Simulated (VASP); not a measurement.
These are LDA (Ceperley-Alder, Perdew-Zunger), VASP's LDA PAW potentials (set 64) (plane waves; VASP) values and carry that method's errors.

VASP input:

### POSCAR
```
FeSi
1
    4.2366398269     0.0000000000     0.0000000000
    0.0000000000     4.2366398269     0.0000000000
    0.0000000000     0.0000000000     4.2366398269
Fe Si
4 4
Direct
  0.8594387235   0.6405612765   0.3594387235
  0.3594387235   0.8594387235   0.6405612765
  0.1405612765   0.1405612765   0.1405612765
  0.6405612765   0.3594387235   0.8594387235
  0.1575393518   0.3424606482   0.6575393518
  0.6575393518   0.1575393518   0.3424606482
  0.8424606482   0.8424606482   0.8424606482
  0.3424606482   0.6575393518   0.1575393518
```

INCAR:
```
SYSTEM  =  FeSi
PREC  =  Accurate; ENCUT  =  500; LREAL  =  .FALSE.
LASPH  =  .TRUE.
EDIFF  =  1E-6; NELM  =  100; ALGO  =  Normal
LMAXMIX  =  4
ISMEAR  =  0; SIGMA  =  0.05
IBRION  =  2; NSW  =  40; ISIF  =  3
EDIFFG  =  -0.02; PSTRESS  =  450
LWAVE  =  .FALSE.; LCHARG  =  .FALSE.
```

KPOINTS:
```
Automatic mesh
0
gamma
 5 5 5
```

POTCAR, in this order: Fe Si (LDA.64 set). Program: vasp_std.

What VASP printed:

**OSZICAR**
```
       N       E                     dE             d eps       ncg     rms          rms(c)
DAV:   1     0.377325799476E+03    0.37733E+03   -0.19838E+04   638   0.192E+03
DAV:   2    -0.306705719910E+02   -0.40800E+03   -0.39596E+03   638   0.437E+02
DAV:   3    -0.714226341409E+02   -0.40752E+02   -0.36918E+02   905   0.162E+02
DAV:   4    -0.733040346290E+02   -0.18814E+01   -0.18474E+01   972   0.425E+01
DAV:   5    -0.733428981738E+02   -0.38864E-01   -0.38845E-01  1004   0.533E+00    0.383E+01
DAV:   6    -0.743778163557E+02   -0.10349E+01   -0.17245E+02   952   0.164E+02    0.233E+01
DAV:   7    -0.664334891363E+02    0.79443E+01   -0.68635E+01   957   0.114E+02    0.116E+01
DAV:   8    -0.659771300195E+02    0.45636E+00   -0.33203E+00   988   0.189E+01    0.253E+00
DAV:   9    -0.659164881151E+02    0.60642E-01   -0.22951E-01  1002   0.514E+00    0.954E-01
DAV:  10    -0.659052429236E+02    0.11245E-01   -0.10525E-02   996   0.885E-01    0.197E-01
DAV:  11    -0.659050689688E+02    0.17395E-03   -0.13058E-03  1002   0.395E-01    0.898E-02
DAV:  12    -0.659050456384E+02    0.23330E-04   -0.75849E-05   964   0.904E-02    0.352E-02
DAV:  13    -0.659050418429E+02    0.37955E-05   -0.33177E-05  1007   0.547E-02    0.148E-02
DAV:  14    -0.659050414869E+02    0.35599E-06   -0.15440E-06   484   0.151E-02
   1 F= -.44546747E+02 E0= -.44546298E+02  d E =-.445467E+02
       N       E                     dE             d eps       ncg     rms          rms(c)
DAV:   1    -0.679879256700E+02   -0.20829E+01   -0.14174E+02   643   0.174E+02    0.312E+01
DAV:   2    -0.655060598699E+02    0.24819E+01   -0.78921E+01   905   0.129E+02    0.149E+01
DAV:   3    -0.627211853574E+02    0.27849E+01   -0.24890E+01   941   0.731E+01    0.605E+00
DAV:   4    -0.624202740302E+02    0.30091E+00   -0.12749E+00   973   0.144E+01    0.176E+00
DAV:   5    -0.623792196730E+02    0.41054E-01   -0.60196E-02  1012   0.250E+00    0.804E-01
DAV:   6    -0.623678535974E+02    0.11366E-01   -0.11424E-02   703   0.784E-01    0.145E-01
DAV:   7    -0.623679998870E+02   -0.14629E-03   -0.14159E-03  1012   0.339E-01    0.975E-02
DAV:   8    -0.623679937058E+02    0.61813E-05   -0.91141E-05   936   0.128E-01    0.395E-02
DAV:   9    -0.623679875682E+02    0.61376E-05   -0.34629E-05  1020   0.737E-02    0.196E-02
DAV:  10    -0.623679874940E+02    0.74228E-07   -0.67733E-07   454   0.106E-02
   2 F= -.43648619E+02 E0= -.43648529E+02  d E =0.898128E+00
       N       E                     dE             d eps       ncg     rms          rms(c)
DAV:   1    -0.688835219668E+02   -0.65155E+01   -0.82930E+01   643   0.137E+02    0.195E+01
DAV:   2    -0.696249539849E+02   -0.74143E+00   -0.80240E+01   957   0.126E+02    0.170E+01
DAV:   3    -0.654100137751E+02    0.42149E+01   -0.27222E+01   952   0.670E+01    0.481E+00
DAV:   4    -0.653933884415E+02    0.16625E-01   -0.45523E-01   869   0.613E+00    0.392E+00
DAV:   5    -0.653211765218E+02    0.72212E-01   -0.18163E-01   987   0.556E+00    0.740E-01
DAV:   6    -0.653165641020E+02    0.46124E-02   -0.11822E-02   928   0.132E+00    0.335E-01
DAV:   7    -0.653163849771E+02    0.17912E-03   -0.77515E-04  1012   0.264E-01    0.106E-01
DAV:   8    -0.653163054254E+02    0.79552E-04   -0.36816E-04  1000   0.222E-01    0.176E-02
DAV:   9    -0.653163053048E+02    0.12052E-06   -0.11572E-05   815   0.348E-02    0.118E-02
DAV:  10    -0.653163053670E+02   -0.62115E-07   -0.75366E-07   439   0.931E-03
   3 F= -.44673811E+02 E0= -.44673502E+02  d E =-.127063E+00
       N       E                     dE             d eps       ncg     rms          rms(c)
DAV:   1    -0.652937919740E+02    0.22513E-01   -0.10978E-02   648   0.155E+00    0.232E-01
DAV:   2    -0.652937688911E+02    0.23083E-04   -0.87805E-03   939   0.131E+00    0.166E-01
DAV:   3    -0.652933547479E+02    0.41414E-03   -0.30343E-03   954   0.750E-01    0.489E-02
DAV:   4    -0.652933364710E+02    0.18277E-04   -0.82585E-05   979   0.965E-02    0.818E-03
DAV:   5    -0.652933361266E+02    0.34442E-06   -0.12273E-06   449   0.128E-02
   4 F= -.44673991E+02 E0= -.44673686E+02  d E =-.127243E+00
       N       E                     dE             d eps       ncg     rms          rms(c)
DAV:   1    -0.652788927971E+02    0.14444E-01   -0.43103E-03   643   0.974E-01    0.147E-01
DAV:   2    -0.652788815112E+02    0.11286E-04   -0.34040E-03   949   0.820E-01    0.102E-01
DAV:   3    -0.652787207272E+02    0.16078E-03   -0.11884E-03   949   0.469E-01    0.323E-02
DAV:   4    -0.652787130454E+02    0.76818E-05   -0.34388E-05   974   0.627E-02    0.526E-03
DAV:   5    -0.652787129015E+02    0.14387E-06   -0.51097E-07   384   0.822E-03
   5 F= -.44673970E+02 E0= -.44673668E+02  d E =-.127222E+00
       N       E                     dE             d eps       ncg     rms          rms(c)
DAV:   1    -0.652674097923E+02    0.11303E-01   -0.57542E-01   638   0.436E+00    0.161E-01
DAV:   2    -0.652683398579E+02   -0.93007E-03   -0.11693E-02   942   0.976E-01    0.109E-01
DAV:   3    -0.652682256827E+02    0.11418E-03   -0.21138E-04   954   0.135E-01    0.525E-02
DAV:   4    -0.652682056268E+02    0.20056E-04   -0.17425E-04  1002   0.161E-01    0.386E-02
DAV:   5    -0.652681915075E+02    0.14119E-04   -0.10082E-04   997   0.136E-01    0.758E-03
DAV:   6    -0.652681911763E+02    0.33116E-06   -0.15333E-06   439   0.178E-02
   6 F= -.44676407E+02 E0= -.44676016E+02  d E =-.243704E-02
       N       E                     dE             d eps       ncg     rms          rms(c)
DAV:   1    -0.652662106980E+02    0.19808E-02   -0.13866E-02   638   0.680E-01    0.257E-02
DAV:   2    -0.652662336406E+02   -0.22943E-04   -0.29368E-04   944   0.150E-01    0.170E-02
DAV:   3    -0.652662309152E+02    0.27254E-05   -0.46106E-06   679   0.220E-02    0.952E-03
DAV:   4    -0.652662298961E+02    0.10191E-05   -0.25816E-06   447   0.180E-02    0.347E-03
DAV:   5    -0.652662298767E+02    0.19366E-07   -0.12070E-06   364   0.184E-02
   7 F= -.44676454E+02 E0= -.44676048E+02  d E =-.248409E-02
```

File OUTCAR:
```
------------------------ aborting loop because EDIFF is reached ----------------------------------------
  FORCE on cell =-STRESS in cart. coord.  units (eV):
  Direction    XX          YY          ZZ          XY          YZ          ZX
  --------------------------------------------------------------------------------------
  Total       20.6996917     20.6996917     20.6996917      0.0000000      0.0000000      0.0000000
  in kB      452.4022608    452.4022608    452.4022608      0.0000000      0.0000000      0.0000000
  external PRESSURE =       2.4022608 kB  Pullay stress =     450.0000000 kB
  volume of cell :       73.31
      direct lattice vectors                 reciprocal lattice vectors
     4.185203348 -0.000000000 -0.000000000     0.238937016  0.000000000 -0.000000000
    -0.000000000  4.185203348 -0.000000000     0.000000000  0.238937016 -0.000000000
    -0.000000000  0.000000000  4.185203348     0.000000000  0.000000000  0.238937016
 POSITION                                       TOTAL-FORCE (eV/Angst)
 -----------------------------------------------------------------------------------
      3.59289      2.68491      1.50029        -0.002779      0.002779     -0.002779
      1.50029      3.59289      2.68491        -0.002779     -0.002779      0.002779
      0.59231      0.59231      0.59231         0.002779      0.002779      0.002779
      2.68491      1.50029      3.59289         0.002779     -0.002779     -0.002779
      0.65741      1.43519      2.75002         0.000201     -0.000201      0.000201
      2.75002      0.65741      1.43519         0.000201      0.000201     -0.000201
      3.52779      3.52779      3.52779        -0.000201     -0.000201     -0.000201
      1.43519      2.75002      0.65741        -0.000201      0.000201      0.000201
 -----------------------------------------------------------------------------------
    total drift:                                0.000000     -0.000000     -0.000000
  FREE ENERGIE OF THE ION-ELECTRON SYSTEM (eV)
  ---------------------------------------------------
  free  energy   TOTEN  =       -65.2662298767 eV

  energy  without entropy=      -65.2654180436  energy(sigma->0) =      -65.26582396
  enthalpy is  TOTEN    =       -44.6764538031 eV   P V=       20.5897760736

 reached required accuracy - stopping structural energy minimisation
```
(Selected blocks of OUTCAR.)

File CONTCAR:
```
FeSi
   1.00000000000000
     4.1852033475139176   -0.0000000000000000   -0.0000000000000000
    -0.0000000000000000    4.1852033475139176   -0.0000000000000000
    -0.0000000000000000    0.0000000000000000    4.1852033475139176
  Fe              Si
     4     4
Direct
     0.8584744533625804    0.6415255466374196    0.3584744533625805
     0.3584744533625805    0.8584744533625804    0.6415255466374196
     0.1415255466374195    0.1415255466374195    0.1415255466374195
     0.6415255466374196    0.3584744533625805    0.8584744533625804
     0.1570806762428629    0.3429193237571371    0.6570806762428630
     0.6570806762428630    0.1570806762428629    0.3429193237571371
     0.8429193237571370    0.8429193237571370    0.8429193237571370
     0.3429193237571371    0.6570806762428630    0.1570806762428629
```

### OUTCAR
```
 val. band max:       12.2130949762   @ k =   0.4000   0.0000   0.0000

 cond. band min:      12.3609038845   @ k =   0.4000   0.2000   0.0000


 Fermi energy:        12.2873194111

 k-point     1 :       0.0000    0.0000    0.0000
  band No.  band energies     occupation
      1      -2.4365      2.00000
      2       3.4859      2.00000
      3       3.4859      2.00000
      4       3.4859      2.00000
      5       6.4085      2.00000
      6       6.4085      2.00000
      7       6.4085      2.00000
      8       7.9977      2.00000
      9       7.9977      2.00000
     10       7.9977      2.00000
     11       8.6315      2.00000
     12       8.8018      2.00000
     13       8.8018      2.00000
     14       9.1547      2.00000
     15       9.1547      2.00000
     16       9.1547      2.00000
     17       9.8941      2.00000
     18       9.8941      2.00000
     19       9.8941      2.00000
     20      11.8656      2.00000
     21      11.8656      2.00000
     22      11.8656      2.00000
     23      12.1474      1.99992
     24      12.1474      1.99992
     25      13.0700      0.00000
     26      13.0700      0.00000
     27      13.0700      0.00000
     28      16.2365      0.00000
     29      16.2365      0.00000

 k-point     2 :       0.2000    0.0000    0.0000
  band No.  band energies     occupation
      1      -2.0957      2.00000
      2       2.0978      2.00000
      3       3.6540      2.00000
      4       4.4170      2.00000
      5       5.6298      2.00000
      6       6.5828      2.00000
      7       6.9819      2.00000
      8       7.3910      2.00000
      9       7.4350      2.00000
     10       8.4319      2.00000
     11       8.8646      2.00000
     12       8.9722      2.00000
     13       9.0784      2.00000
     14       9.1772      2.00000
     15       9.2063      2.00000
     16       9.2168      2.00000
     17       9.7589      2.00000
     18       9.8568      2.00000
     19      10.2776      2.00000
...
```

Energy and stress use the plane-wave basis of the starting cell.

The compound is FeSi in the B20 structure. This run relaxes it under an external pressure of 45 GPa. Symmetry was kept, so distortions that lower it aren't found. The run is not spin-polarised, so no magnetic state was tried.
